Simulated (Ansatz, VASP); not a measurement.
**TaCu3Se3O in two plane-wave programs**

One calculation is typed for both programs; each brings its own data sets. How far apart do they land? The cell is invented: As first built, before any earlier steps moved the atoms (in the runner's words): O for S in the TaCu3Se3S structure of space group R3m. It may not be a known or stable phase. The cell is taken from a series of runs on this material, whose earlier steps may have relaxed, scaled, displaced or heated it; both programs get it as it stands.

Calculated with Ansatz 0.2.0; plane waves, with VASP 6.6.1 beside it; relaxation of cell and atoms at r2SCAN.

## Step 1: Set-up

Symmetry: R3m, No. 160, trigonal system. Conventional cell: a = 7.823 Å, b = 7.823 Å, c = 9.733 Å, α = 90.00°, β = 90.00°, γ = 120.00°. Nearest to Ta lie 1 O at 2.28 Å and 3 Se at 2.41 Å. Cu has 1 O at 2.30 Å and 3 Se at 2.43 to 2.45 Å nearest. Se has 1 Ta at 2.41 Å and 3 Cu at 2.43 to 2.45 Å nearest. Nearest to O lie 1 Ta at 2.28 Å and 3 Cu at 2.30 Å. It derives from TaCu3Se3S. As first built, before any earlier steps moved the atoms (in the runner's words): O for S in the TaCu3Se3S structure of space group R3m. Farther neighbours and most contacts between anions are not listed.

## Step 2: VASP: relaxation of cell and atoms, r2SCAN

The relaxed volume is the usual yardstick between codes: in a stiff, nearly cubic crystal its relative difference is about their pressure difference at one cell divided by the bulk modulus.

Lines of VASP's logs that name or quote its potential files are left out, and so is its time.

Input file INCAR:

```
SYSTEM = TaCu3Se3O
PREC = Accurate
ENCUT = 660
EDIFF = 1E-07
NELM = 120
ISMEAR = 0
SIGMA = 0.03
LREAL = .FALSE.
ALGO = Normal
METAGGA = R2SCAN
LASPH = .TRUE.
NBANDS = 42
LORBIT = 11
LWAVE = .FALSE.
LCHARG = .FALSE.
ISIF = 3
IBRION = 2
NSW = 80
EDIFFG = -0.005
GGA_COMPAT = .FALSE.
NELMIN = 4
EFERMI = MIDGAP
LMIXTAU = .TRUE.
KPAR = 2
```

Input file POSCAR:

```
TaCu3Se3O
1.0
    3.9117080000      2.2584260000      3.2443200000
   -3.9117080000      2.2584260000      3.2443200000
    0.0000000000     -4.5168510000      3.2443200000
Ta Cu Se O
1 3 3 1
Direct
    0.9995299767      0.9995299767      0.9995301980
    0.4976480262      0.0063000012      0.0063000369
    0.0063000012      0.4976480262      0.0063000369
    0.0062999992      0.0062999992      0.4976480659
    0.7503439577      0.7503439577      0.2558102107
    0.7503439421      0.2558100966      0.7503440873
    0.2558100966      0.7503439421      0.7503440873
    0.2337230228      0.2337230228      0.2337230746
```

Input file KPOINTS:

```
Automatic mesh
0
Gamma
4 4 4
0 0 0
```

PAW data sets: Ta_pv, Cu, Se and O (PBE family, release 64).

Started as:

```console
$ mpirun -np 2 vasp_std
```

Numbers of over 12 decimals in the logs are rounded to 6 here.

The program printed:

```text
[banner, memory and clock lines left out]
running    2 mpi-ranks, on    1 nodes
 distrk:  each k-point on    1 cores,    2 groups
 distr:  one band on    1 cores,    1 groups

 POSCAR found type information on POSCAR TaCuSeO
 POSCAR found :  4 types and       8 ions
|                                                                             |
|               ----> ADVICE to this user running VASP <----                  |
|                                                                             |
|     You enforced a specific xc type in the INCAR file but a different       |
|     [... a line on the potential file left out ...]
|     I HOPE YOU KNOW WHAT YOU ARE DOING!                                     |
|                                                                             |

 LDA part: xc-table for (None), standard interpolation
 POSCAR, INCAR and KPOINTS ok, starting setup
 FFT: planning ... GRIDC
 FFT: planning ... GRID_SOFT
 FFT: planning ... GRID
 WAVECAR not read
 entering main loop
       N       E                     dE             d eps       ncg     rms          rms(c)
DAV:   1     0.649684179002E+03    0.64968E+03   -0.35120E+04  1092   0.223E+03
DAV:   2    -0.303401518891E+02   -0.68002E+03   -0.66008E+03  1108   0.493E+02
DAV:   3    -0.143838897063E+03   -0.11350E+03   -0.10955E+03  1602   0.210E+02
DAV:   4    -0.153329889403E+03   -0.94910E+01   -0.93701E+01  1752   0.638E+01
DAV:   5    -0.153455874603E+03   -0.12599E+00   -0.12560E+00  1712   0.884E+00    0.238E+01
DAV:   6    -0.142183222586E+03    0.11273E+02   -0.78823E+01  1616   0.155E+02    0.162E+01
DAV:   7    -0.134022625082E+03    0.81606E+01   -0.18708E+01  1494   0.106E+02    0.712E+00
DAV:   8    -0.134541720073E+03   -0.51909E+00   -0.65534E+00  1656   0.265E+01    0.309E+00
DAV:   9    -0.134202221860E+03    0.33950E+00   -0.46884E-01  1660   0.124E+01    0.102E+00
DAV:  10    -0.134347836919E+03   -0.14562E+00   -0.71102E-01  1444   0.752E+00    0.883E-01
DAV:  11    -0.134384949309E+03   -0.37112E-01   -0.88081E-02  1188   0.216E+00    0.686E-01
DAV:  12    -0.134442282061E+03   -0.57333E-01   -0.47507E-02  1572   0.237E+00    0.199E-01
DAV:  13    -0.134427194905E+03    0.15087E-01   -0.34126E-02  1148   0.123E+00    0.150E-01
DAV:  14    -0.134449817712E+03   -0.22623E-01   -0.12617E-02  1208   0.756E-01    0.469E-02
[...]
DAV:  19    -0.134450158518E+03   -0.42530E-06   -0.55546E-06  1160   0.127E-02    0.734E-03
DAV:  20    -0.134450157173E+03    0.13450E-05   -0.45925E-07  1152   0.559E-03    0.672E-03
DAV:  21    -0.134450155738E+03    0.14356E-05   -0.11366E-05  1842   0.393E-02    0.819E-03
DAV:  22    -0.134450157651E+03   -0.19137E-05   -0.35257E-06  1488   0.156E-02    0.113E-02
DAV:  23    -0.134450157775E+03   -0.12401E-06   -0.26216E-07   828   0.925E-03    0.955E-03
DAV:  24    -0.134450157559E+03    0.21690E-06   -0.12188E-06  1248   0.589E-03    0.645E-03
DAV:  25    -0.134450157660E+03   -0.10165E-06   -0.94460E-08   726   0.388E-03    0.605E-03
DAV:  26    -0.134450157626E+03    0.34055E-07   -0.10814E-07   594   0.234E-03
   1 F= -.13445016E+03 E0= -.13445016E+03  d E =-.134450E+03
[... from here on, the cycles between the ionic steps are left out ...]
  35 F= -.13593711E+03 E0= -.13593711E+03  d E =-.253393E-04
  36 F= -.13593714E+03 E0= -.13593714E+03  d E =-.603993E-04
  37 F= -.13593716E+03 E0= -.13593716E+03  d E =-.195484E-04
  38 F= -.13593718E+03 E0= -.13593718E+03  d E =-.380891E-04
  39 F= -.13593719E+03 E0= -.13593719E+03  d E =-.127418E-04
  40 F= -.13593722E+03 E0= -.13593722E+03  d E =-.368561E-04
  41 F= -.13593722E+03 E0= -.13593722E+03  d E =-.409380E-04
  42 F= -.13593722E+03 E0= -.13593722E+03  d E =-.413022E-04
  43 F= -.13593722E+03 E0= -.13593722E+03  d E =-.412277E-04
  44 F= -.13593722E+03 E0= -.13593722E+03  d E =-.411223E-04
 curvature:  -1.77 expect dE=-0.368E-04 dE for cont linesearch -0.325E-08
 trial: gam= 0.03535 g(F)=  0.982E-05 g(S)=  0.110E-04 ort =-0.915E-06 (trialstep = 0.234E+00)
 search vector abs. value=  0.213E-04
 bond charge predicted
       N       E                     dE             d eps       ncg     rms          rms(c)
DAV:   1    -0.135937231478E+03   -0.11152E-04   -0.28099E-04  1574   0.199E-01    0.231E-02
DAV:   2    -0.135937233648E+03   -0.21699E-05   -0.87876E-05  1426   0.199E-01    0.125E-02
DAV:   3    -0.135937226639E+03    0.70093E-05   -0.19826E-05  1592   0.109E-01    0.492E-03
DAV:   4    -0.135937225783E+03    0.85551E-06   -0.16597E-06  1604   0.792E-03    0.279E-03
DAV:   5    -0.135937225399E+03    0.38383E-06   -0.14214E-07   670   0.969E-03    0.119E-03
DAV:   6    -0.135937224846E+03    0.55381E-06   -0.10023E-07   654   0.271E-03    0.483E-04
DAV:   7    -0.135937224815E+03    0.30418E-07   -0.91125E-08   644   0.358E-03
  45 F= -.13593722E+03 E0= -.13593722E+03  d E =-.448424E-05
 trial-energy change:   -0.000004  1 .order   -0.000003   -0.000005   -0.000002
 step:   0.2673(harm=  0.3544)  dis= 0.00009  next Energy=  -135.937225 (dE=-0.461E-05)
 reached required accuracy - stopping structural energy minimisation
```

From OUTCAR (step 2):

```text
ion  position               nearest neighbor table
   1  1.000  1.000  1.000-   8 2.28   5 2.41   7 2.41   6 2.41   4 2.77   3 2.77   2 2.77   3 2.79
                             2 2.79   4 2.79
   2  0.498  0.006  0.006-   8 2.30   6 2.43   5 2.43   7 2.45   1 2.77   1 2.79
   3  0.006  0.498  0.006-   8 2.30   7 2.43   5 2.43   6 2.45   1 2.77   1 2.79
   4  0.006  0.006  0.498-   8 2.30   7 2.43   6 2.43   5 2.45   1 2.77   1 2.79
   5  0.750  0.750  0.256-   1 2.41   2 2.43   3 2.43   4 2.45
   6  0.750  0.256  0.750-   1 2.41   2 2.43   4 2.43   3 2.45
   7  0.256  0.750  0.750-   1 2.41   3 2.43   4 2.43   2 2.45
   8  0.234  0.234  0.234-   1 2.28   2 2.30   3 2.30   4 2.30

  LATTYP: Found a trigonal (rhomboedric) cell.
 ALAT       =     5.5612548241
 COS(alpha) =     0.0104967399

 Subroutine GETGRP returns: Found  6 space group operations
 (whereof  6 operations were pure point group operations)

The static configuration has the point symmetry C_3v.

 Found     13 irreducible k-points:

   k-points           NKPTS =     13   k-points in BZ     NKDIM =     13   number of bands    NBANDS=     42

   dimension x,y,z NGX =    48 NGY =   48 NGZ =   48
   dimension x,y,z NGXF=    96 NGYF=   96 NGZF=   96

   ENCUT  =  660.0 eV  48.51 Ry    6.96 a.u.  11.65 11.65 11.65*2*pi/ulx,y,z

   NELECT =      68.0000    total number of electrons

 k-points in reciprocal lattice and weights: Automatic mesh
   0.00000000  0.00000000  0.00000000       0.016
   0.25000000  0.00000000 -0.00000000       0.094
   0.50000000  0.00000000 -0.00000000       0.047
   0.25000000  0.25000000 -0.00000000       0.094
   0.50000000  0.25000000 -0.00000000       0.188
  -0.25000000  0.25000000  0.00000000       0.094
   0.50000000  0.50000000 -0.00000000       0.047
   0.25000000  0.25000000  0.25000000       0.031
   0.50000000  0.25000000  0.25000000       0.094
  -0.25000000  0.25000000  0.25000000       0.094
   0.50000000  0.50000000  0.25000000       0.094
  -0.25000000  0.50000000  0.25000000       0.094
   0.50000000  0.50000000  0.50000000       0.016

 average (electrostatic) potential at core
       1 -46.2601       2 -73.3707       3 -73.3707       4 -73.3707       5 -59.9542
       6 -59.9542       7 -59.9542       8 -77.1913

 E-fermi :   3.4127

 k-point     1 :       0.0000    0.0000    0.0000
  band No.  band energies     occupation
    ...
     30       1.1228      2.00000
     31       1.2738      2.00000
     32       2.0150      2.00000
     33       2.0150      2.00000
     34       2.3255      2.00000
     35       4.1955      0.00000
     36       4.7431      0.00000
     37       4.7612      0.00000
     38       4.7612      0.00000
     39       5.3409      0.00000
    ...

 k-point     2 :       0.2500    0.0000   -0.0000
  band No.  band energies     occupation
    ...
     30       1.1628      2.00000
     31       1.2591      2.00000
     32       1.7299      2.00000
     33       1.8554      2.00000
     34       2.1435      2.00000
     35       4.3551      0.00000
     36       5.0321      0.00000
     37       5.0670      0.00000
     38       5.2501      0.00000
     39       5.5272      0.00000
    ...

 k-point     3 :       0.5000    0.0000   -0.0000
  band No.  band energies     occupation
    ...
     30       1.2926      2.00000
     31       1.3098      2.00000
     32       1.3861      2.00000
     33       1.6695      2.00000
     34       2.0728      2.00000
     35       4.3200      0.00000
     36       5.1621      0.00000
     37       5.3142      0.00000
     38       5.6746      0.00000
     39       5.9268      0.00000
    ...

  Total        0.0085617      0.0085617     -0.0043334      0.0000000     -0.0000000      0.0000000
  in kB        0.0803852      0.0803852     -0.0406858      0.0000000     -0.0000000      0.0000000
  external PRESSURE =       0.0400282 kB  Pullay stress =       0.0000000 kB

  energy-cutoff  :      660.00
  volume of cell :      170.65
      direct lattice vectors                 reciprocal lattice vectors
     3.823753076  2.207645206  3.369173337     0.130761582  0.075495234  0.098936230
    -3.823753076  2.207645206  3.369173337    -0.130761582  0.075495234  0.098936230
    -0.000000000 -4.415289398  3.369173312     0.000000000 -0.150990469  0.098936253

 POSITION                                       TOTAL-FORCE (eV/Angst)
 -----------------------------------------------------------------------------------
     -0.00000     -0.00000      0.06972        -0.000000      0.000000      0.000953
      1.90495      1.09983      1.75419        -0.001018     -0.000588     -0.000787
     -1.90495      1.09983      1.75419         0.001018     -0.000588     -0.000787
     -0.00000     -2.19965      1.75419        -0.000000      0.001176     -0.000787
     -0.00000      2.09621      6.00355        -0.000000     -0.002316      0.001717
      1.81537     -1.04811      6.00355        -0.002006      0.001158      0.001717
     -1.81537     -1.04811      6.00355         0.002006      0.001158      0.001717
     -0.00000     -0.00000      1.92586        -0.000000     -0.000000     -0.003744
 -----------------------------------------------------------------------------------
    total drift:                               -0.000000      0.001355      0.030115

  FREE ENERGIE OF THE ION-ELECTRON SYSTEM (eV)
  ---------------------------------------------------
  free  energy   TOTEN  =      -135.9372248152 eV

  energy  without entropy=     -135.9372248152  energy(sigma->0) =     -135.93722482

 reached required accuracy - stopping structural energy minimisation

 total charge
# of ion       s       p       d       tot
------------------------------------------
    1        0.367   6.236   2.445   9.048
    2        0.359   0.341   9.282   9.982
    3        0.359   0.341   9.282   9.982
    4        0.359   0.341   9.282   9.982
    5        1.457   2.403   0.057   3.918
    6        1.457   2.403   0.057   3.918
    7        1.457   2.403   0.057   3.918
    8        1.579   3.411   0.000   4.991
--------------------------------------------------
tot          7.396  17.880  30.462  55.738

[... 3 further parts left out ...]
```

CONTCAR:

```
TaCu3Se3O
   1.00000000000000
     3.8237530764061449    2.2076452058826330    3.3691733371971675
    -3.8237530764061449    2.2076452058826330    3.3691733371971675
    -0.0000000000000000   -4.4152893977022378    3.3691733115101621
  Ta              Cu              Se              O
     1     3     3     1
Direct
     0.0068981409893724    0.0068981409893724    0.0068983623055118
     0.5056790488343733    0.0074893936068284    0.0074894293119676
     0.0074893936068284    0.5056790488343733    0.0074894293119676
     0.0074893916276665    0.0074893916276665    0.5056790885603545
     0.7522224618963868    0.7522224618963868    0.2774606962910719
     0.7522224462824415    0.2774605821870885    0.7522225914724718
     0.2774605821870885    0.7522224462824415    0.7522225914724718
     0.1905375570758489    0.1905375570758489    0.1905376088741870
```

This run has no spin polarisation, so a moment on Cu, if there is one, isn't seen. The run keeps the 6 symmetry operations of its start, so it cannot find a distortion of lower symmetry.

(Continued in part 2 of 2.)

[Lines on the potential files, build, host, timing and source positions are cut from VASP's logs without a mark.]

[Logs are printed without paths, hosts, clocks, repeated set-up lines and the standing remarks that a program may print on its own settings, such as how far it seeks lower states.]

[Hosts, paths, dates, database ids (printed as entryN), source tags and the programs' standing remarks are cut or masked in the printed files.]
